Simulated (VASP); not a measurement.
All values below come from PBE GGA + U (Dudarev), VASP's PBE PAW potentials (set 64) (plane waves; VASP).

A VASP calculation is set up with these files.

KPOINTS:
```
K-points
0
G
9 9 1
0 0 0
```

File KPOINTS_OPT:
```
k-points along high-symmetry lines
20
Line-mode
Reciprocal
  0.000000   0.000000   0.000000 ! GAMMA
  0.000000   0.500000   0.000000 ! X

  0.000000   0.500000   0.000000 ! X
  0.500000   0.000000   0.000000 ! M

  0.500000   0.000000   0.000000 ! M
  0.000000   0.000000   0.000000 ! GAMMA
```

**POSCAR**
```
CoO
3.0161910
  1.0000000000   0.0000000000   0.0000000000
 -1.0000000000   1.0000000000   0.0000000000
  0.0000000000   0.0000000000   6.0970939838
Co O
4 4
Direct
  0.0000000000   0.0000000000   0.4420880000
  0.0000000000   0.5000000000   0.3262640000
  0.0000000000   0.0000000000   0.6737360000
  0.0000000000   0.5000000000   0.5579120000
  0.0000000000   0.0000000000   0.3262640000
  0.0000000000   0.5000000000   0.4420880000
  0.0000000000   0.0000000000   0.5579120000
  0.0000000000   0.5000000000   0.6737360000
```

**INCAR**
```
SYSTEM = CoO
PREC = Accurate
ENCUT = 400
EDIFF = 1E-6
NELM = 100
ALGO = Normal
LREAL = .FALSE.
LASPH = .TRUE.
ISMEAR = 0
SIGMA = 0.272
GGA = PE
LMAXMIX = 4
LWAVE = .FALSE.
LCHARG = .FALSE.
ISIF = 2
ISPIN = 2
MAGMOM = 3.0 3.0 3.0 3.0 0.0 0.0 0.0 0.0
LORBIT = 11
LDAU = .TRUE.
LDAUTYPE = 2
LDAUL = 2 -1
LDAUU = 3.32 0
LDAUJ = 0 0
NBANDS = 36
```

POTCAR, in this order: Co O (PBE.64 set). Program: vasp_std.

Output of the run:

File OUTCAR:
```
 ion  position               nearest neighbor table
   1  0.000  0.000  0.442-   5 2.13   7 2.13   6 2.13   6 2.13   6 2.13   6 2.13   2 3.01   2 3.01
                             2 3.01   2 3.01   4 3.01   4 3.01   4 3.01   4 3.01
   2  0.000  0.500  0.326-   6 2.13   5 2.13   5 2.13   5 2.13   5 2.13   1 3.01   1 3.01   1 3.01
                             1 3.01
   3  0.000  0.000  0.674-   7 2.13   8 2.13   8 2.13   8 2.13   8 2.13   4 3.01   4 3.01   4 3.01
                             4 3.01
   4  0.000  0.500  0.558-   8 2.13   6 2.13   7 2.13   7 2.13   7 2.13   7 2.13   3 3.01   3 3.01
                             3 3.01   3 3.01   1 3.01   1 3.01   1 3.01   1 3.01
   5  0.000  0.000  0.326-   1 2.13   2 2.13   2 2.13   2 2.13   2 2.13
   6  0.000  0.500  0.442-   2 2.13   4 2.13   1 2.13   1 2.13   1 2.13   1 2.13
   7  0.000  0.000  0.558-   3 2.13   1 2.13   4 2.13   4 2.13   4 2.13   4 2.13
   8  0.000  0.500  0.674-   4 2.13   3 2.13   3 2.13   3 2.13   3 2.13
  LATTYP: Found a simple tetragonal cell.
 ALAT       =     3.0161910000
 C/A-ratio  =     6.0970939838
 Subroutine PRICEL returns:
 Original cell was already a primitive cell.
 Subroutine GETGRP returns: Found 16 space group operations
The static configuration has the point symmetry C_4v.
 The point group associated with its full space group is D_4h.
The dynamic configuration has the point symmetry C_4v.
The overall configuration has the point symmetry C_4v.
 Subroutine INISYM returns: Found 16 space group operations
 Subroutine IBZKPT returns following result:
 Found     15 irreducible k-points:

 Following reciprocal coordinates:
            Coordinates               Weight
  0.000000  0.000000  0.000000      1.000000
  0.111111  0.000000  0.000000      4.000000
  0.222222  0.000000  0.000000      4.000000
  0.333333  0.000000  0.000000      4.000000
  0.444444  0.000000  0.000000      4.000000
  0.000000  0.111111  0.000000      4.000000
  0.111111  0.111111  0.000000      8.000000
  0.222222  0.111111  0.000000      8.000000
  0.333333  0.111111  0.000000      8.000000
  0.000000  0.222222  0.000000      4.000000
  0.111111  0.222222  0.000000      8.000000
  0.222222  0.222222  0.000000      8.000000
  0.000000  0.333333  0.000000      4.000000
  0.111111  0.333333  0.000000      8.000000
  0.000000  0.444444  0.000000      4.000000
   k-points           NKPTS =     15   k-points in BZ     NKDIM =     15   number of bands    NBANDS=     36
   number of dos      NEDOS =    301   number of ions     NIONS =      8
   total plane-waves  NPLWV =  67200
   dimension x,y,z NGX =    20 NGY =   28 NGZ =  120
   dimension x,y,z NGXF=    40 NGYF=   56 NGZF=  240
   ions per type =               4   4
   PREC   = accura    normal or accurate (medium, high low for compatibility)
   ISTART =      0    job   : 0-new  1-cont  2-samecut
   ICHARG =      2    charge: 1-file 2-atom 10-const
   ISPIN  =      2    spin polarized calculation?
   LNONCOLLINEAR =      F non collinear calculations
   LSORBIT =      F    spin-orbit coupling
   INIWAV =      1    electr: 0-lowe 1-rand  2-diag
   ENCUT  =  400.0 eV  29.40 Ry    5.42 a.u.   4.92  6.96 29.99*2*pi/ulx,y,z
   NELM   =    100;   NELMIN=  2; NELMDL= -5     # of ELM steps
   EDIFF  = 0.1E-05   stopping-criterion for ELM
   LREAL  =      F    real-space projection
   NLSPLINE    = F    spline interpolate recip. space projectors
   LMAXMIX     =    4 max onsite mixed and CHGCAR
   VOSKOWN=      0    Vosko Wilk Nusair interpolation
   EDIFFG = 0.1E-04   stopping-criterion for IOM
   NSW    =      0    number of steps for IOM
   NBLOCK =      1;   KBLOCK =      1    inner block; outer block
   IBRION =     -1    ionic relax: 0-MD 1-quasi-New 2-CG
   NFREE  =      0    steps in history (QN), initial steepest desc. (CG)
   ISIF   =      2    stress and relaxation
   ISYM   =      2    0-nonsym 1-usesym 2-fastsym
   TEIN   =    0.0    initial temperature
   TEBEG  =    0.0;   TEEND  =   0.0 temperature during run
   SMASS  =  -3.00    Nose mass-parameter (am)
   PSTRESS=    0.0 pullay stress
...
```

File OSZICAR:
```
       N       E                     dE             d eps       ncg     rms          rms(c)
DAV:   1     0.589697152209E+03    0.58970E+03   -0.24034E+04  2168   0.143E+03
DAV:   2     0.788369684011E+02   -0.51086E+03   -0.48051E+03  2340   0.380E+02
DAV:   3    -0.446554061082E+02   -0.12349E+03   -0.11773E+03  2992   0.193E+02
DAV:   4    -0.529662294177E+02   -0.83108E+01   -0.81874E+01  2588   0.522E+01
DAV:   5    -0.534729244887E+02   -0.50670E+00   -0.49805E+00  2952   0.119E+01    0.294E+01
DAV:   6    -0.493014506453E+02    0.41715E+01   -0.14101E+02  3172   0.142E+02    0.485E+01
DAV:   7    -0.489845500702E+02    0.31690E+00   -0.51805E+01  2812   0.124E+02    0.412E+01
DAV:   8    -0.438700692023E+02    0.51145E+01   -0.16775E+01  3176   0.740E+01    0.163E+01
DAV:   9    -0.442380973427E+02   -0.36803E+00   -0.43629E+00  3292   0.352E+01    0.105E+01
DAV:  10    -0.464597204079E+02   -0.22216E+01   -0.93866E+00  3320   0.476E+01    0.219E+01
DAV:  11    -0.450532933043E+02    0.14064E+01   -0.30278E+00  3168   0.395E+01    0.126E+01
DAV:  12    -0.448314315375E+02    0.22186E+00   -0.10292E+00  3428   0.225E+01    0.315E+00
DAV:  13    -0.452882244269E+02   -0.45679E+00   -0.51459E-01  3176   0.838E+00    0.289E+00
DAV:  14    -0.454611416239E+02   -0.17292E+00   -0.10832E-01  2964   0.350E+00    0.260E+00
DAV:  15    -0.456256061688E+02   -0.16446E+00   -0.89359E-02  3180   0.413E+00    0.188E+00
DAV:  16    -0.457491648051E+02   -0.12356E+00   -0.14773E-01  3288   0.808E+00    0.601E-01
DAV:  17    -0.457577407533E+02   -0.85759E-02   -0.61216E-02  2988   0.267E+00    0.459E-01
DAV:  18    -0.457589954103E+02   -0.12547E-02   -0.96904E-03  2340   0.917E-01    0.328E-01
DAV:  19    -0.457590295369E+02   -0.34127E-04   -0.46854E-03  3284   0.105E+00    0.146E-01
DAV:  20    -0.457591813029E+02   -0.15177E-03   -0.97892E-04  3144   0.388E-01    0.879E-02
DAV:  21    -0.457592651192E+02   -0.83816E-04   -0.90435E-04  3204   0.246E-01    0.689E-02
DAV:  22    -0.457592644408E+02    0.67847E-06   -0.19084E-04  3352   0.221E-01    0.401E-02
DAV:  23    -0.457592826292E+02   -0.18188E-04   -0.11932E-04  2812   0.973E-02    0.434E-02
DAV:  24    -0.457592938553E+02   -0.11226E-04   -0.43509E-05  2868   0.116E-01    0.304E-02
DAV:  25    -0.457593768789E+02   -0.83024E-04   -0.34495E-05  3444   0.110E-01    0.158E-02
DAV:  26    -0.457594889624E+02   -0.11208E-03   -0.20044E-05  3176   0.618E-02    0.883E-03
DAV:  27    -0.457595900587E+02   -0.10110E-03   -0.16134E-05  2632   0.300E-02    0.727E-03
DAV:  28    -0.457596095936E+02   -0.19535E-04   -0.41509E-06  1964   0.289E-02    0.514E-03
DAV:  29    -0.457596267620E+02   -0.17168E-04   -0.89660E-07  1360   0.187E-02    0.378E-03
DAV:  30    -0.457596480921E+02   -0.21330E-04   -0.17822E-06  1576   0.118E-02    0.270E-03
DAV:  31    -0.457596562638E+02   -0.81717E-05   -0.51565E-07  1384   0.675E-03    0.205E-03
DAV:  32    -0.457596598295E+02   -0.35658E-05   -0.43163E-07  1300   0.674E-03    0.160E-03
DAV:  33    -0.457596629965E+02   -0.31669E-05   -0.31632E-07  1312   0.598E-03    0.106E-03
DAV:  34    -0.457596643592E+02   -0.13627E-05   -0.26616E-07  1308   0.298E-03    0.883E-04
DAV:  35    -0.457596648622E+02   -0.50300E-06   -0.10276E-07  1304   0.276E-03
   1 F= -.45759665E+02 E0= -.45653057E+02  d E =-.213215E+00  mag=    11.7596
       N       E                     dE             ncg
       N       E                     dE             ncg
       N       E                     dE             ncg
       N       E                     dE             ncg
```

### OUTCAR
```
------------------------ aborting loop because EDIFF is reached ----------------------------------------
  FORCE on cell =-STRESS in cart. coord.  units (eV):
  Direction    XX          YY          ZZ          XY          YZ          ZX
  --------------------------------------------------------------------------------------
  Total       -7.3790973     -7.3790973      0.0376762      0.0000000      0.0000000      0.0000000
  in kB      -70.6666347    -70.6666347      0.3608101      0.0000000      0.0000000      0.0000000
  external PRESSURE =     -46.9908198 kB  Pullay stress =       0.0000000 kB
  volume of cell :      167.30
      direct lattice vectors                 reciprocal lattice vectors
     3.016191000  0.000000000  0.000000000     0.331543990  0.331543990  0.000000000
    -3.016191000  3.016191000  0.000000000     0.000000000  0.331543990  0.000000000
     0.000000000  0.000000000 18.390000000     0.000000000  0.000000000  0.054377379
 POSITION                                       TOTAL-FORCE (eV/Angst)
 -----------------------------------------------------------------------------------
      0.00000      0.00000      8.13000        -0.000000      0.000000     -0.290233
     -1.50810      1.50810      5.99999         0.000000     -0.000000      0.333786
      0.00000      0.00000     12.39001         0.000000     -0.000000     -0.333786
     -1.50810      1.50810     10.26000        -0.000000      0.000000      0.290233
      0.00000      0.00000      5.99999         0.000000     -0.000000     -0.624122
     -1.50810      1.50810      8.13000        -0.000000      0.000000     -0.205447
      0.00000      0.00000     10.26000        -0.000000      0.000000      0.205447
     -1.50810      1.50810     12.39001        -0.000000      0.000000      0.624122
 -----------------------------------------------------------------------------------
    total drift:                               -0.000000      0.000000     -0.000000
  FREE ENERGIE OF THE ION-ELECTRON SYSTEM (eV)
  ---------------------------------------------------
  free  energy   TOTEN  =       -45.7596648622 eV

  energy  without entropy=      -45.5464494782  energy(sigma->0) =      -45.65305717

 total charge

# of ion       s       p       d       tot
------------------------------------------
    1        0.301   0.366   7.132   7.799
    2        0.291   0.312   7.120   7.722
    3        0.291   0.312   7.120   7.722
    4        0.301   0.366   7.132   7.799
    5        1.580   3.407   0.000   4.986
    6        1.577   3.472   0.000   5.049
    7        1.577   3.472   0.000   5.049
    8        1.580   3.407   0.000   4.986
--------------------------------------------------
tot          7.496  15.113  28.504  51.113

 magnetization (x)

# of ion       s       p       d       tot
------------------------------------------
    1        0.023   0.018   2.690   2.731
    2        0.025   0.021   2.584   2.630
    3        0.025   0.021   2.584   2.630
    4        0.023   0.018   2.690   2.731
    5        0.017   0.152   0.000   0.169
    6        0.024   0.217   0.000   0.242
    7        0.024   0.217   0.000   0.242
    8        0.017   0.152   0.000   0.169
--------------------------------------------------
tot          0.179   0.814  10.549  11.543
```
(Selected blocks of OUTCAR.)

At this cut-off the stress carries a Pulay error, which pulls relaxed volumes low. The cell holds a wide vacuum, so values per volume refer to the whole cell. The moments were started parallel, and other spin orders were not tried in this run.

The cell is a sheet with vacuum, built from a generated structure. VASP warned that the highest band is occupied, so more bands are needed. A gapless solution with U can be a metastable orbital state.
